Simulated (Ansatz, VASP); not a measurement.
# Ta3Si3N: VASP beside Ansatz

```
CELL_PARAMETERS angstrom
4.97351 0.00000 0.00000
0.00000 4.97351 0.00000
0.00000 0.00000 4.97351
ATOMIC_POSITIONS crystal
Ta 0.00000 0.50000 0.00000
Ta 0.00000 0.00000 0.50000
Ta 0.50000 0.00000 0.00000
Si 0.50000 0.00000 0.50000
Si 0.50000 0.50000 0.00000
Si 0.00000 0.50000 0.50000
N 0.50000 0.50000 0.50000
```

Change from the starting cell: species swapped into the LiCu3O3 type (Pm-3m, No. 221).

Alike in both runs: functional PBE; k mesh 8 × 8 × 8; occupations gaussian, width 0.1 eV; no spin polarisation.

Ansatz relaxed the structure, and its values are those at the end. VASP's run is a single point on that final structure, the one shown.

|  | VASP | Ansatz |
| --- | --- | --- |
| version | VASP 6.6.1 | Ansatz 0.2.0 |
| potentials or method | VASP PAW PBE potentials, release 64 (Ta_pv, Si, N) | scalar-relativistic, plane waves, PAW |
| plane-wave cutoff (eV) | 520 | 420 |
| valence electrons in the cell | 50 | 56 |

|  | VASP | Ansatz | Ansatz less VASP |
| --- | --- | --- | --- |
| gap on the k mesh at the Fermi level (eV) | none | none | - |
| pressure (GPa) | 0.0 | 0.0 | -0.02 |

A gap of «none» marks a metal or a gap that the smearing closes. The two sets of potentials don't hold the same shells in valence.

The runs have no spin-orbit coupling, so splittings on Ta are missing.
